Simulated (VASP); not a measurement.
VASP input:

INCAR:
```
SIGMA=0.1
IVDW=13
LASPH=.TRUE.   # aspherical one-centre terms
LWAVE=.FALSE.
LMAXMIX=4   # l cut-off of mixed one-centre charges
EDIFF=1E-6   # SCF stop (eV)
IBRION=2   # conjugate gradients
SYSTEM=Bi
LREAL=.FALSE.   # projection in real space or not
PREC=Accurate
EDIFFG=-0.01   # ionic stop
NELM=100
ENCUT=520
NSW=60
ISIF=3
GGA=PE   # PBE
LCHARG=.FALSE.
ALGO=Normal   # blocked Davidson
ISMEAR=1   # Methfessel-Paxton
```

File POSCAR:
```
Bi
1
    4.1658200000    -2.2750000000     0.0000000000
    4.1658200000     2.2750000000     0.0000000000
    2.9234170000     0.0000000000     3.7394270000
Bi
2
Direct
  0.2340000000   0.2340000000   0.2340000000
  0.7660000000   0.7660000000   0.7660000000
```

File KPOINTS:
```
Automatic mesh
0
Gamma
9 9 9
0 0 0
```

POTCAR, in this order: Bi_d (PBE.64 set). Program: vasp_std.

**Question.** Translate this PBE-D4 calculation to Ansatz.

**Answer.** One equivalent input (not run):
Ansatz 0.2 input:
```yaml
crystal:
  lattice:
    - [4.1658200, -2.2750000, 0.0000000]
    - [4.1658200, 2.2750000, 0.0000000]
    - [2.9234170, 0.0000000, 3.7394270]
  atoms:
    - { symbol: Bi, position: [0.2340000, 0.2340000, 0.2340000] }
    - { symbol: Bi, position: [0.7660000, 0.7660000, 0.7660000] }
kpoints:
  mp_grid: { grid: [9, 9, 9] }
hamiltonian:
  xc: pbe
  dispersion: d4
  pseudopotentials: { kind: paw }
scf:
  occupations: { method: methfessel_paxton, width: 0.1 }
  max_iter: 100
relax:
  max_steps: 60
  f_tol: 0.01
  cell: {}
output: { forces: true, stress: true, eigenvalues: true }
```
What does not carry over: each code has its own PAW files, so the cut-off isn't converted (ENCUT is set for VASP's; basis.ecutwfc is left out, and Ansatz then takes the one that its files recommend); Ansatz stops its SCF on the density residual and VASP on the energy change (EDIFF).

The compound is Bi in the a7 structure. This run relaxes it. Symmetry was kept, so distortions that lower it aren't found.
